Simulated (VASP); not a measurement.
```
W
1.0
   -1.61475     1.61475     1.61475
    1.61475    -1.61475     1.61475
    1.61475     1.61475    -1.61475
W
1
Direct
  0.00000   0.00000   0.00000
```

Calculation: r2SCAN+rVV10, VASP's PBE PAW potentials (set 64) (plane waves; VASP). Settings: 520 eV cut-off, 16×16×16 Γ-centred mesh, first-order Methfessel-Paxton smearing of 0.10 eV, potentials W_sv.

Task: The job: W (bcc), 1 atom, r2SCAN+rVV10, static run, 520 eV, 16×16×16 Γ-centred mesh. Roughly how much core time does it take on a busy server core?

Result: About 2 core-minutes (one run on a shared machine, a rough figure). It had 145 irreducible k-points, 11 bands, up to 466 plane waves and 21 electronic steps.

The compound is W in the bcc structure. This cell is one point of a volume scan, at 1.06 of the reference volume.
